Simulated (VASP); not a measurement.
Input of a VASP 6.6.1 run:

Contents of INCAR:

```
  ALGO = Fast
  EDIFF = 1E-4
  EDIFFG = -0.08
  ENCUT = 520
  GGA = PE
  IBRION = 2
  ISIF = 3
  ISMEAR = 0
  LASPH = T
  LCHARG = F
  LREAL = F
  LWAVE = F
  NELM = 60
  NSW = 24
  PREC = Normal
  SIGMA = 0.15
```

Contents of KPOINTS:

```
k-points
0
Gamma
  4 4 2
```

Contents of POSCAR:

```
Mg2CdO3
1.0
    3.8542170100      0.0000000000      0.0000000000
    0.0000000000      3.8542170100      0.0000000000
    0.0000000000      0.0000000000      6.3123926700
Mg Cd O
2 1 3
Direct
    0.5000000000      0.5000000000      0.3156147100
    0.5000000000      0.5000000000      0.6843852900
    0.0000000000      0.0000000000      0.0000000000
    0.5000000000      0.5000000000      0.0000000000
    0.0000000000      0.5000000000      0.5289933700
    0.5000000000      0.0000000000      0.4710066300
```

Potentials or basis: VASP PAW PBE potentials, release 64 (Mg, Cd, O).

Command:

```sh
$ cat potpaw_PBE.64/Mg/POTCAR potpaw_PBE.64/Cd/POTCAR potpaw_PBE.64/O/POTCAR > POTCAR
$ mpirun -np 1 vasp_std > vasp.out
```

Question: Predict the space group after relaxing (to 0.05 Å).

Answer: P-4m2 (No. 115).

Question: What does it give for the relaxed cell?

Answer: a = 3.585 Å, b = 3.585 Å, c = 6.242 Å, α = 90.00°, β = 90.00°, γ = 90.00°.

Question: What does it give for the band gap on the k mesh?

Answer: None (metal or under the smearing width).

Forces in eV/Å, atoms in the order of the input:
```
Mg   0.000  0.000 -0.066
Mg   0.000  0.000  0.066
Cd   0.000  0.000  0.000
O    0.000  0.000  0.000
O    0.000  0.000  0.078
O    0.000  0.000 -0.078
```

Caveat: the k mesh is coarse (spacing up to 0.50 Å⁻¹), so the values aren't converged; the relaxation stopped at a loose force limit of 0.08 eV/Å, so its end isn't a converged minimum.
